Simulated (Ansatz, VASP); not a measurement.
# ZnW (W-Zn-Zn-W stack, (100) layers) in two plane-wave programs, part 2 of 2

Aim: how closely do two programs agree when they are given the same cell, functional and k mesh? The cell is taken from a series of runs on this material, whose earlier steps may have relaxed, scaled, displaced or heated it; both programs get it as it stands.

VASP 6.6.1 and Ansatz 0.2.0.

So far: Set-up; Ansatz: zone-centre phonons, PBE.

**3. VASP: zone-centre phonons, PBE**

Level of this step: PBE; plane waves and PAW (W, Zn) (VASP).

The same cell, functional, mesh and smearing now go to VASP, with its own data sets.

Lines of VASP's logs that name or quote its potential files are left out, and so is its time.

File INCAR:

```
SYSTEM = ZnW
PREC = Accurate
ENCUT = 600
EDIFF = 1E-08
NELM = 120
ISMEAR = 1
SIGMA = 0.2
LREAL = .FALSE.
ALGO = Normal
GGA = PE
NBANDS = 24
LASPH = .TRUE.
LORBIT = 11
LWAVE = .FALSE.
LCHARG = .FALSE.
ISIF = 2
IBRION = 8
GGA_COMPAT = .FALSE.
NELMDL = -8
KPAR = 2
```

File POSCAR:

```
ZnW
1.0
    2.6031648190      0.0000000000      0.0000000000
    0.0000000000      2.6031648190      0.0000000000
    0.0000000000      0.0000000000     35.5773943932
W Zn
2 2
Direct
    0.0000000000      0.0000000000      0.1483719764
    0.5000000000      0.5000000000      0.3263311402
    0.5000000000      0.5000000000      0.2074623857
    0.0000000000      0.0000000000      0.2672407309
```

File KPOINTS:

```
Automatic mesh
0
Gamma
6 6 1
0 0 0
```

The projector-augmented-wave data sets are W and Zn (PBE family, release 64).

Started as:

```console
$ mpirun -np 2 vasp_std
```

Numbers of over 12 decimals in the logs are rounded to 6 here.

The program printed:

```text
[banner, memory and clock lines left out]
running    2 mpi-ranks, on    1 nodes
 distrk:  each k-point on    1 cores,    2 groups
 distr:  one band on    1 cores,    1 groups

 POSCAR found type information on POSCAR W Zn
 POSCAR found :  2 types and       4 ions
 LDA part: xc-table for (Slater+PW92), standard interpolation
 POSCAR, INCAR and KPOINTS ok, starting setup
 FFT: planning ... GRIDC
 FFT: planning ... GRID_SOFT
 FFT: planning ... GRID
 WAVECAR not read
 entering main loop
       N       E                     dE             d eps       ncg     rms          rms(c)
DAV:   1     0.210610792281E+03    0.21061E+03   -0.16241E+04   488   0.144E+03
DAV:   2    -0.699593518502E+01   -0.21761E+03   -0.20884E+03   624   0.304E+02
DAV:   3    -0.259220573925E+02   -0.18926E+02   -0.18678E+02   608   0.991E+01
DAV:   4    -0.263563137289E+02   -0.43426E+00   -0.43204E+00   632   0.145E+01
DAV:   5    -0.263694649617E+02   -0.13151E-01   -0.13139E-01   664   0.196E+00
DAV:   6    -0.263698453716E+02   -0.38041E-03   -0.38039E-03   680   0.300E-01
DAV:   7    -0.263698528863E+02   -0.75147E-05   -0.75145E-05   656   0.401E-02
DAV:   8    -0.263698532887E+02   -0.40242E-06   -0.40237E-06   680   0.719E-03    0.225E+01
DAV:   9    -0.250066425510E+02    0.13632E+01   -0.41004E+00   632   0.445E+01    0.137E+01
DAV:  10    -0.248014338753E+02    0.20521E+00   -0.32026E+00   632   0.216E+01    0.255E+00
DAV:  11    -0.246426310445E+02    0.15880E+00   -0.11301E+00   648   0.175E+01    0.960E-01
DAV:  12    -0.246405449105E+02    0.20861E-02   -0.67021E-02   536   0.240E+00    0.619E-01
DAV:  13    -0.246388437213E+02    0.17012E-02   -0.10599E-02   648   0.916E-01    0.315E-01
DAV:  14    -0.246384640314E+02    0.37969E-03   -0.30343E-03   568   0.473E-01    0.130E-01
[...]
DAV:  23    -0.246386157358E+02   -0.28374E-05   -0.13458E-07   416   0.110E-03    0.534E-04
DAV:  24    -0.246386181979E+02   -0.24621E-05   -0.61853E-08   360   0.977E-04    0.256E-04
DAV:  25    -0.246386202430E+02   -0.20451E-05   -0.76053E-08   384   0.767E-04    0.122E-04
DAV:  26    -0.246386208787E+02   -0.63569E-06   -0.15264E-08   328   0.380E-04    0.109E-04
DAV:  27    -0.246386212915E+02   -0.41282E-06   -0.10031E-08   320   0.192E-04    0.165E-04
DAV:  28    -0.246386213905E+02   -0.99022E-07   -0.12811E-09   320   0.953E-05    0.769E-05
DAV:  29    -0.246386214393E+02   -0.48816E-07   -0.36620E-10   320   0.673E-05    0.606E-05
DAV:  30    -0.246386214480E+02   -0.86297E-08    0.78414E-11   312   0.353E-05
   1 F= -.24638621E+02 E0= -.24642722E+02  d E =0.123025E-01
 Linear response reoptimize wavefunctions to high precision
DAV:   1    -0.246386214567E+02   -0.87684E-08    0.99548E-11   312   0.226E-05
DAV:   2    -0.246386214567E+02    0.43656E-10    0.14118E-10   312   0.753E-06
 Linear response DOF=           4
 Linear response progress:
  Degree of freedom:   1/  4
       N       E                     dE             d eps       ncg     rms          rms(c)
RMM:   1    -0.109948738272E+00   -0.10995E+00   -0.78869E-02  1292   0.123E+00
RMM:   2    -0.110041108716E+00   -0.92370E-04   -0.43871E-03  1161   0.274E-01    0.157E-01
RMM:   3    -0.109114922595E+00    0.92619E-03   -0.47197E-04  1208   0.941E-02    0.936E-02
RMM:   4    -0.108637725688E+00    0.47720E-03   -0.78316E-04  1247   0.105E-01    0.185E-02
RMM:   5    -0.108644631754E+00   -0.69061E-05   -0.15003E-05  1322   0.164E-02    0.156E-02
RMM:   6    -0.108651246811E+00   -0.66151E-05   -0.45988E-06  1348   0.826E-03    0.151E-02
RMM:   7    -0.108647739863E+00    0.35069E-05   -0.23568E-06  1294   0.724E-03    0.246E-03
RMM:   8    -0.108650014196E+00   -0.22743E-05   -0.57622E-07  1290   0.281E-03    0.513E-04
RMM:   9    -0.108650563591E+00   -0.54939E-06   -0.50660E-08  1382   0.704E-04    0.287E-04
RMM:  10    -0.108651141423E+00   -0.57783E-06   -0.32349E-09  1343   0.409E-04    0.708E-05
RMM:  11    -0.108651083300E+00    0.58123E-07    0.14833E-09  1348   0.193E-04    0.357E-05
RMM:  12    -0.108650969805E+00    0.11349E-06   -0.87600E-09  1345   0.965E-05    0.192E-05
RMM:  13    -0.108650927527E+00    0.42278E-07   -0.44968E-09  1493   0.587E-05    0.101E-05
RMM:  14    -0.108650892557E+00    0.34969E-07   -0.58876E-09  1451   0.488E-05    0.313E-06
RMM:  15    -0.108650877786E+00    0.14772E-07   -0.39259E-09  1429   0.442E-05    0.117E-06
RMM:  16    -0.108650878331E+00   -0.54545E-09    0.43784E-09  1289   0.415E-05    0.593E-07
 first order change of Fermi-energy  -0.24694E-02
 force on displaced ion       1 direction 1 :  -1.807   0.000  -0.004
 Linear response progress:
  Degree of freedom:   2/  4
       N       E                     dE             d eps       ncg     rms          rms(c)
RMM:   1    -0.165890696323E+00   -0.16589E+00   -0.67831E-02  1081   0.144E+00
RMM:   2    -0.163796030768E+00    0.20947E-02   -0.55987E-03   686   0.533E-01    0.183E-01
RMM:   3    -0.163876526743E+00   -0.80496E-04   -0.82850E-04   761   0.186E-01    0.101E-01
RMM:   4    -0.165595534046E+00   -0.17190E-02   -0.70687E-04   771   0.140E-01    0.234E-01
RMM:   5    -0.163866657416E+00    0.17289E-02   -0.51234E-04   816   0.103E-01    0.341E-02
RMM:   6    -0.163855931876E+00    0.10726E-04   -0.31647E-05   715   0.404E-02    0.949E-03
RMM:   7    -0.163832268650E+00    0.23663E-04   -0.68794E-06   743   0.202E-02    0.425E-03
RMM:   8    -0.163826741128E+00    0.55275E-05   -0.11086E-06   859   0.606E-03    0.181E-03
RMM:   9    -0.163821261336E+00    0.54798E-05   -0.17033E-06   745   0.253E-03    0.459E-04
RMM:  10    -0.163820199066E+00    0.10623E-05   -0.15648E-06   806   0.979E-04    0.211E-04
RMM:  11    -0.163819095812E+00    0.11033E-05   -0.11450E-07   767   0.422E-04    0.100E-04
RMM:  12    -0.163818793460E+00    0.30235E-06   -0.98212E-08   838   0.198E-04    0.741E-05
RMM:  13    -0.163818455522E+00    0.33794E-06   -0.38750E-08   879   0.130E-04    0.313E-05
RMM:  14    -0.163818308643E+00    0.14688E-06   -0.39894E-08   793   0.799E-05    0.224E-05
RMM:  15    -0.163818256120E+00    0.52523E-07   -0.28975E-08   885   0.857E-05    0.102E-05
RMM:  16    -0.163818241647E+00    0.14473E-07   -0.26109E-08   877   0.444E-05    0.760E-06
RMM:  17    -0.163818262146E+00   -0.20499E-07   -0.96583E-09   906   0.362E-05    0.371E-06
RMM:  18    -0.163818270339E+00   -0.81925E-08   -0.17516E-08   898   0.382E-05    0.280E-06
 first order change of Fermi-energy   0.24575E+00
 force on displaced ion       1 direction 3 :  -0.000  -0.000  -5.793
 Linear response progress:
  Degree of freedom:   3/  4
       N       E                     dE             d eps       ncg     rms          rms(c)
RMM:   1    -0.202077799053E+00   -0.20208E+00    0.15594E-02  1138   0.185E+00
RMM:   2    -0.201885953102E+00    0.19185E-03   -0.83904E-04  1106   0.255E-01    0.433E-02
RMM:   3    -0.201703144875E+00    0.18281E-03   -0.87446E-05  1325   0.481E-02    0.267E-02
RMM:   4    -0.201475666543E+00    0.22748E-03   -0.35209E-05  1291   0.366E-02    0.376E-03
RMM:   5    -0.201490626172E+00   -0.14960E-04   -0.31123E-06  1363   0.702E-03    0.557E-03
RMM:   6    -0.201498932897E+00   -0.83067E-05   -0.70460E-07  1372   0.385E-03    0.139E-03
RMM:   7    -0.201499454916E+00   -0.52202E-06   -0.11473E-07  1398   0.148E-03    0.230E-04
RMM:   8    -0.201497413077E+00    0.20418E-05   -0.14147E-08  1430   0.505E-04    0.113E-04
RMM:   9    -0.201496961029E+00    0.45205E-06   -0.55772E-09  1332   0.263E-04    0.331E-05
RMM:  10    -0.201496861434E+00    0.99595E-07    0.59842E-09  1481   0.126E-04    0.948E-06
RMM:  11    -0.201496865360E+00   -0.39254E-08    0.80386E-10  1421   0.706E-05    0.375E-06
 first order change of Fermi-energy  -0.70608E-04
 force on displaced ion       3 direction 1 :  -1.929   0.000   0.001
 Linear response progress:
  Degree of freedom:   4/  4
       N       E                     dE             d eps       ncg     rms          rms(c)
RMM:   1    -0.234502140003E+00   -0.23450E+00    0.18772E-02   729   0.198E+00
RMM:   2    -0.233452740715E+00    0.10494E-02   -0.14767E-03   716   0.327E-01    0.142E-01
RMM:   3    -0.233567877020E+00   -0.11514E-03   -0.37512E-04   773   0.105E-01    0.122E-01
RMM:   4    -0.233676370172E+00   -0.10849E-03   -0.28351E-04   838   0.805E-02    0.146E-01
RMM:   5    -0.233160991587E+00    0.51538E-03   -0.16585E-04   762   0.841E-02    0.178E-02
RMM:   6    -0.233141300977E+00    0.19691E-04   -0.30356E-05   717   0.451E-02    0.753E-03
RMM:   7    -0.233144072170E+00   -0.27712E-05   -0.67085E-06   841   0.116E-02    0.281E-03
RMM:   8    -0.233146733893E+00   -0.26617E-05   -0.19409E-07   766   0.430E-03    0.838E-04
RMM:   9    -0.233148756098E+00   -0.20222E-05   -0.47989E-07   848   0.160E-03    0.385E-04
RMM:  10    -0.233148126488E+00    0.62961E-06    0.78474E-08   785   0.804E-04    0.219E-04
RMM:  11    -0.233147421240E+00    0.70525E-06    0.91188E-08   883   0.326E-04    0.659E-05
RMM:  12    -0.233147316712E+00    0.10453E-06    0.95405E-08   896   0.130E-04    0.347E-05
RMM:  13    -0.233147337186E+00   -0.20475E-07   -0.30160E-08   812   0.132E-04    0.249E-05
RMM:  14    -0.233147398514E+00   -0.61328E-07   -0.41689E-09   828   0.112E-04    0.145E-05
RMM:  15    -0.233147441022E+00   -0.42507E-07    0.32157E-08   906   0.816E-05    0.778E-06
RMM:  16    -0.233147482120E+00   -0.41098E-07    0.44522E-09   861   0.672E-05    0.479E-06
RMM:  17    -0.233147475735E+00    0.63848E-08    0.17044E-09   910   0.621E-05    0.386E-06
 first order change of Fermi-energy  -0.72846E+00
 force on displaced ion       3 direction 3 :  -0.000   0.000  -7.190
 Linear response finished
```

From OUTCAR (step 3):

```text
ion  position               nearest neighbor table
   1  0.000  0.000  0.148-   3 2.79   3 2.79   3 2.79   3 2.79
   2  0.500  0.500  0.326-   4 2.79   4 2.79   4 2.79   4 2.79
   3  0.500  0.500  0.207-   1 2.79   1 2.79   1 2.79   1 2.79   4 2.81   4 2.81   4 2.81   4 2.81

  LATTYP: Found a simple tetragonal cell.
 ALAT       =     2.6031648190
 C/A-ratio  =    13.6669772630

 Subroutine GETGRP returns: Found 16 space group operations
 (whereof  8 operations were pure point group operations)

The static configuration has the point symmetry C_4v.
 The point group associated with its full space group is D_4h.

 Found     10 irreducible k-points:

   k-points           NKPTS =     10   k-points in BZ     NKDIM =     10   number of bands    NBANDS=     24

   dimension x,y,z NGX =    24 NGY =   24 NGZ =  288
   dimension x,y,z NGXF=    48 NGYF=   48 NGZF=  576

   ENCUT  =  600.0 eV  44.10 Ry    6.64 a.u.   5.20  5.20 71.06*2*pi/ulx,y,z

   NELECT =      36.0000    total number of electrons

 k-points in reciprocal lattice and weights: Automatic mesh
   0.00000000  0.00000000  0.00000000       0.028
   0.16666667  0.00000000  0.00000000       0.111
   0.33333333  0.00000000  0.00000000       0.111
   0.50000000  0.00000000  0.00000000       0.056
   0.16666667  0.16666667  0.00000000       0.111
   0.33333333  0.16666667  0.00000000       0.222
   0.50000000  0.16666667  0.00000000       0.111
   0.33333333  0.33333333  0.00000000       0.111
   0.50000000  0.33333333  0.00000000       0.111
   0.50000000  0.50000000  0.00000000       0.028

 average (electrostatic) potential at core
       1 -48.2104       2 -48.2103       3 -42.7866       4 -42.7865

  Total       -1.1103621     -1.1103621     -0.0864092      0.0000000      0.0000000      0.0000000
  in kB       -7.3790039     -7.3790039     -0.5742398      0.0000000      0.0000000      0.0000000
  external PRESSURE =      -5.1107492 kB  Pullay stress =       0.0000000 kB

  energy-cutoff  :      600.00
  volume of cell :      241.09
      direct lattice vectors                 reciprocal lattice vectors
     2.603164819  0.000000000  0.000000000     0.384147785  0.000000000  0.000000000
     0.000000000  2.603164819  0.000000000     0.000000000  0.384147785  0.000000000
     0.000000000  0.000000000 35.577394393     0.000000000  0.000000000  0.028107736

 POSITION                                       TOTAL-FORCE (eV/Angst)
 -----------------------------------------------------------------------------------
      0.00000      0.00000      5.27869        -0.000000     -0.000000      0.058269
      1.30158      1.30158     11.61001         0.000000      0.000000     -0.058269
      1.30158      1.30158      7.38097         0.000000      0.000000     -0.141674
      0.00000      0.00000      9.50773        -0.000000      0.000000      0.141674
 -----------------------------------------------------------------------------------
    total drift:                                0.000000      0.000000      0.000316

 Eigenvectors and eigenvalues of the dynamical matrix
 ----------------------------------------------------

   1 f  =    6.122065 THz    38.466072 2PiTHz  204.210122 cm-1    25.318817 meV
             X         Y         Z           dx          dy          dz
      0.000000  0.000000  5.278688    -0.000000   -0.000000    0.260138
      1.301582  1.301582 11.610012    -0.000000   -0.000000   -0.260138
      1.301582  1.301582  7.380971    -0.000000    0.000000   -0.657517
      0.000000  0.000000  9.507729     0.000000    0.000000    0.657517

   2 f  =    5.335321 THz    33.522812 2PiTHz  177.967160 cm-1    22.065106 meV
             X         Y         Z           dx          dy          dz
      0.000000  0.000000  5.278688     0.000000   -0.000000    0.364426
      1.301582  1.301582 11.610012    -0.000000   -0.000000    0.364426
      1.301582  1.301582  7.380971    -0.000000   -0.000000   -0.605965
      0.000000  0.000000  9.507729     0.000000    0.000000   -0.605965

   3 f  =    3.144179 THz    19.755457 2PiTHz  104.878512 cm-1    13.003272 meV
             X         Y         Z           dx          dy          dz
      0.000000  0.000000  5.278688     0.103184    0.280350   -0.000000
      1.301582  1.301582 11.610012    -0.103184   -0.280350    0.000000
      1.301582  1.301582  7.380971    -0.221370   -0.601458    0.000000
      0.000000  0.000000  9.507729     0.221370    0.601458    0.000000

   4 f  =    3.144179 THz    19.755457 2PiTHz  104.878512 cm-1    13.003272 meV
             X         Y         Z           dx          dy          dz
      0.000000  0.000000  5.278688     0.280350   -0.103184   -0.000000
      1.301582  1.301582 11.610012    -0.280350    0.103184    0.000000
      1.301582  1.301582  7.380971    -0.601458    0.221370    0.000000
      0.000000  0.000000  9.507729     0.601458   -0.221370    0.000000

   5 f  =    2.898985 THz    18.214859 2PiTHz   96.699726 cm-1    11.989233 meV
             X         Y         Z           dx          dy          dz
      0.000000  0.000000  5.278688     0.140015   -0.340108   -0.000000
      1.301582  1.301582 11.610012     0.140015   -0.340108    0.000000
      1.301582  1.301582  7.380971    -0.229901    0.558451    0.000000
      0.000000  0.000000  9.507729    -0.229901    0.558451    0.000000

   6 f  =    2.898985 THz    18.214859 2PiTHz   96.699726 cm-1    11.989233 meV
             X         Y         Z           dx          dy          dz
      0.000000  0.000000  5.278688    -0.340108   -0.140015   -0.000000
      1.301582  1.301582 11.610012    -0.340108   -0.140015    0.000000
      1.301582  1.301582  7.380971     0.558451    0.229901    0.000000
      0.000000  0.000000  9.507729     0.558451    0.229901    0.000000

   7 f  =    1.789312 THz    11.242579 2PiTHz   59.685024 cm-1     7.399996 meV
             X         Y         Z           dx          dy          dz
      0.000000  0.000000  5.278688     0.000000   -0.000000   -0.657517
      1.301582  1.301582 11.610012     0.000000    0.000000    0.657517
      1.301582  1.301582  7.380971    -0.000000   -0.000000   -0.260138
      0.000000  0.000000  9.507729    -0.000000   -0.000000    0.260138

   8 f  =    0.965829 THz     6.068481 2PiTHz   32.216577 cm-1     3.994345 meV
             X         Y         Z           dx          dy          dz
      0.000000  0.000000  5.278688     0.282400   -0.575332   -0.000000
      1.301582  1.301582 11.610012    -0.282400    0.575332    0.000000
      1.301582  1.301582  7.380971     0.131632   -0.268172   -0.000000
      0.000000  0.000000  9.507729    -0.131632    0.268172   -0.000000

   9 f  =    0.965829 THz     6.068481 2PiTHz   32.216577 cm-1     3.994345 meV
             X         Y         Z           dx          dy          dz
      0.000000  0.000000  5.278688    -0.575332   -0.282400    0.000000
      1.301582  1.301582 11.610012     0.575332    0.282400   -0.000000
      1.301582  1.301582  7.380971    -0.268172   -0.131632    0.000000
      0.000000  0.000000  9.507729     0.268172    0.131632    0.000000

  10 f/i=    0.019704 THz     0.123801 2PiTHz    0.657241 cm-1     0.081487 meV
             X         Y         Z           dx          dy          dz
      0.000000  0.000000  5.278688    -0.000000   -0.000000   -0.605965
      1.301582  1.301582 11.610012    -0.000000   -0.000000   -0.605965
      1.301582  1.301582  7.380971    -0.000000   -0.000000   -0.364426
      0.000000  0.000000  9.507729    -0.000000   -0.000000   -0.364426

  11 f/i=    0.026877 THz     0.168873 2PiTHz    0.896520 cm-1     0.111154 meV
             X         Y         Z           dx          dy          dz
      0.000000  0.000000  5.278688    -0.290488    0.529471    0.000000
      1.301582  1.301582 11.610012    -0.290488    0.529471    0.000000
      1.301582  1.301582  7.380971    -0.176913    0.322458    0.000000
      0.000000  0.000000  9.507729    -0.176913    0.322458    0.000000

  12 f/i=    0.026877 THz     0.168873 2PiTHz    0.896520 cm-1     0.111154 meV
             X         Y         Z           dx          dy          dz
      0.000000  0.000000  5.278688     0.529471    0.290488   -0.000000
      1.301582  1.301582 11.610012     0.529471    0.290488   -0.000000
      1.301582  1.301582  7.380971     0.322458    0.176913   -0.000000
      0.000000  0.000000  9.507729     0.322458    0.176913   -0.000000

 ELASTIC MODULI CONTR FROM IONIC RELAXATION (kBar)
 Direction    XX          YY          ZZ          XY          YZ          ZX
 --------------------------------------------------------------------------------
 XX         -84.8881    -84.8881   -196.4920      0.0000      0.0000     -0.0000
 YY         -84.8881    -84.8881   -196.4920      0.0000      0.0000     -0.0000
 ZZ        -196.4920   -196.4920   -454.9808      0.0000      0.0000     -0.0000
 XY           0.0000      0.0000      0.0000      0.0000      0.0000      0.0000
 YZ           0.0000      0.0000      0.0000      0.0000   -401.4768     -0.0000
 ZX          -0.0000     -0.0000     -0.0000      0.0000     -0.0000    -33.5173
 --------------------------------------------------------------------------------
```

**4. Comparison**

Known differences besides the potentials themselves: Ansatz cuts the interaction across the vacuum, VASP repeats the sheet without a dipole correction; VASP's run holds the zone centre alone; the data sets hold 52 valence electrons in Ansatz (on its PAW soft_1 files) and 36 in VASP; the cutoff is 420 eV in Ansatz and 600 eV in VASP. Total energies have different zeros and are not compared.

Both answers:

```
                  quantity  Ansatz   VASP  difference
optical mode 1 to 2 (cm⁻¹)    33.9   32.2        +1.6
     optical mode 3 (cm⁻¹)    60.4   59.7     +1.26 %
optical mode 4 to 5 (cm⁻¹)    98.4   96.7     +1.79 %
optical mode 6 to 7 (cm⁻¹)   107.3  104.9     +2.29 %
     optical mode 8 (cm⁻¹)   179.2  178.0     +0.68 %
     optical mode 9 (cm⁻¹)   205.6  204.2     +0.69 %
```

Modes are paired by rising frequency, not by their patterns, so a pair may set unlike modes beside each other; they are those without the splitting of longitudinal modes. Where the cell holds vacuum, a pressure given here is an average over it and none of the material.

**5. What came out**

```yaml
r_m_s_difference_of_the_optical_zone_centre_modes_each_program_s_sorted_by_frequency_zone_centre_phonons_pbe: 1.7 cm⁻¹
difference_in_optical_mode_6_to_7_zone_centre_phonons_pbe: +2.3 %
```

The r.m.s. difference of the optical zone-centre modes, each program's sorted by frequency is 1.7 cm⁻¹ (zone-centre phonons, PBE). The data sets hold unlike numbers of valence electrons (52 in Ansatz and 36 in VASP), so part of the differences may come from the potentials. Among the rows given in per cent, the largest difference of the zone-centre phonons, PBE pair is in optical mode 6 to 7, +2.3 %. Such differences can come from data sets, numerical settings and the points named under the comparisons, not from the functional's error against experiment.

[Lines on the potential files, build, host, timing and source positions are cut from VASP's logs without a mark.]

[Logs are printed without paths, hosts, clocks, repeated set-up lines and the standing remarks that a program may print on its own settings, such as how far it seeks lower states.]

[Hosts, paths, dates, database ids (printed as entryN), source tags and the programs' standing remarks are cut or masked in the printed files.]
